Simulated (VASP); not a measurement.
A run of VASP 6.6.1 is set up as follows.

INCAR

```
SYSTEM = TaRu
ALGO = Normal ; DIPOL = 0.5 0.5 0.500
EDIFF = 1E-6 ; EDIFFG = -0.01
ENCUT = 520 ; GGA = PS
IBRION = 2 ; IDIPOL = 3
ISIF = 2 ; ISMEAR = -1
IVDW = 12 ; LASPH = .TRUE.
LCHARG = .FALSE. ; LDIPOL = .TRUE.
LREAL = .FALSE. ; LWAVE = .FALSE.
NELM = 60 ; NSW = 40
PREC = Accurate ; SIGMA = 0.05
```

File KPOINTS:

```
k-points
0
G
  6 6 1
  0 0 0
```

The input POSCAR:

```
TaRu
1.0
    3.1870000000      0.0000000000      0.0000000000
    0.0000000000      3.1870000000      0.0000000000
    0.0000000000      0.0000000000     26.1545000000
Ta Ru
4 4
Selective dynamics
Direct
    0.5000000000      0.5000000000      0.2867575369  F F F
    0.5000000000      0.5000000000      0.4086103730  F F F
    0.5000000000      0.5000000000      0.5304632090  T T T
    0.5000000000      0.5000000000      0.6523160450  T T T
    0.0000000000      0.0000000000      0.3476839550  F F F
    0.0000000000      0.0000000000      0.4695367910  F F F
    0.0000000000      0.0000000000      0.5913896270  T T T
    0.0000000000      0.0000000000      0.7132424631  T T T
```

Potentials or basis: VASP PAW PBE potentials, release 64 (Ta_pv, Ru_pv).

Run with:

```sh
$ cat potpaw_PBE.64/Ta_pv/POTCAR potpaw_PBE.64/Ru_pv/POTCAR > POTCAR
$ mpirun -np 1 vasp_std > vasp.out
```

(1) What does it give for the energy gained by relaxing?

(2) Estimate the dispersion energy per atom.

Results:

(1) 78.9 meV/atom.

(2) -0.510 eV.
